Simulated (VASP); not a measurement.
Method: LDA (Ceperley-Alder, Perdew-Zunger), VASP's LDA PAW potentials (set 64) (plane waves; VASP).

The input files of a VASP run:

INCAR:
```
SYSTEM = Ga2Cu
PREC = Accurate
ENCUT = 300
EDIFF = 1E-6
NELM = 100
ALGO = Normal
LREAL = .FALSE.
LASPH = .TRUE.
ISMEAR = 0
SIGMA = 0.136
LMAXMIX = 4
LWAVE = .FALSE.
LCHARG = .FALSE.
ISIF = 2
```

File POSCAR:
```
Ga2Cu
1
    2.7994400000     0.0000000000     0.0000000000
    0.0000000000     2.7994400000     0.0000000000
    0.0000000000     0.0000000000     5.8033400000
Ga Cu
2 1
Direct
  0.5000000000   0.5000000000   0.2843200000
  0.5000000000   0.5000000000   0.7156800000
  0.0000000000   0.0000000000   0.0000000000
```

**KPOINTS**
```
Automatic mesh
0
Gamma
  8 8 4
0 0 0
```

POTCAR, in this order: Ga_d Cu (LDA.64 set). Program: vasp_std.

Output

### OSZICAR
```
       N       E                     dE             d eps       ncg     rms          rms(c)
DAV:   1     0.196359278911E+03    0.19636E+03   -0.13389E+04  2052   0.230E+03
DAV:   2     0.343658908335E+01   -0.19292E+03   -0.18938E+03  2016   0.416E+02
DAV:   3    -0.136406724139E+02   -0.17077E+02   -0.16929E+02  2262   0.128E+02
DAV:   4    -0.139472770628E+02   -0.30660E+00   -0.30586E+00  2320   0.181E+01
DAV:   5    -0.139562643101E+02   -0.89872E-02   -0.89859E-02  2708   0.318E+00    0.117E+01
DAV:   6    -0.149798932014E+02   -0.10236E+01   -0.38876E+01  2534   0.120E+02    0.963E+00
DAV:   7    -0.122973158137E+02    0.26826E+01   -0.92969E+00  2654   0.664E+01    0.189E+00
DAV:   8    -0.122879352205E+02    0.93806E-02   -0.19245E+00  2970   0.227E+01    0.195E+00
DAV:   9    -0.122338423627E+02    0.54093E-01   -0.27574E-01  2750   0.900E+00    0.369E-01
DAV:  10    -0.122322517838E+02    0.15906E-02   -0.15624E-02  2772   0.143E+00    0.122E-01
DAV:  11    -0.122320221254E+02    0.22966E-03   -0.11523E-03  2968   0.510E-01    0.319E-02
DAV:  12    -0.122320035154E+02    0.18610E-04   -0.10825E-04  2504   0.156E-01    0.623E-03
DAV:  13    -0.122320034656E+02    0.49833E-07   -0.14383E-05  2308   0.531E-02    0.236E-03
DAV:  14    -0.122320034611E+02    0.44674E-08   -0.79877E-07  1392   0.158E-02
   1 F= -.12232003E+02 E0= -.12227607E+02  d E =-.879242E-02
```

**OUTCAR**
```
------------------------ aborting loop because EDIFF is reached ----------------------------------------
  FORCE on cell =-STRESS in cart. coord.  units (eV):
  Direction    XX          YY          ZZ          XY          YZ          ZX
  --------------------------------------------------------------------------------------
  Total       -1.4454116     -1.4454116     -1.7746138      0.0000000      0.0000000      0.0000000
  in kB      -50.9192236    -50.9192236    -62.5164174      0.0000000      0.0000000      0.0000000
  external PRESSURE =     -54.7849549 kB  Pullay stress =       0.0000000 kB
  volume of cell :       45.48
      direct lattice vectors                 reciprocal lattice vectors
     2.799440000  0.000000000  0.000000000     0.357214300  0.000000000  0.000000000
     0.000000000  2.799440000  0.000000000     0.000000000  0.357214300  0.000000000
     0.000000000  0.000000000  5.803340000     0.000000000  0.000000000  0.172314564
 POSITION                                       TOTAL-FORCE (eV/Angst)
 -----------------------------------------------------------------------------------
      1.39972      1.39972      1.65001         0.000000      0.000000     -0.145381
      1.39972      1.39972      4.15333        -0.000000     -0.000000      0.145381
      0.00000      0.00000      0.00000         0.000000     -0.000000      0.000000
 -----------------------------------------------------------------------------------
    total drift:                                0.000000      0.000000      0.000000
  FREE ENERGIE OF THE ION-ELECTRON SYSTEM (eV)
  ---------------------------------------------------
  free  energy   TOTEN  =       -12.2320034611 eV

  energy  without entropy=      -12.2232110452  energy(sigma->0) =      -12.22760725
```
(Selected blocks of OUTCAR.)

At this cut-off the stress carries a Pulay error, which pulls relaxed volumes low.

The structure comes from a computed database's Ga2Cu entry (P4/mmm); how it stands against other phases isn't given here. The cell was not relaxed at this level. The electron count is odd and the run is not spin-polarised, which forces a metal.
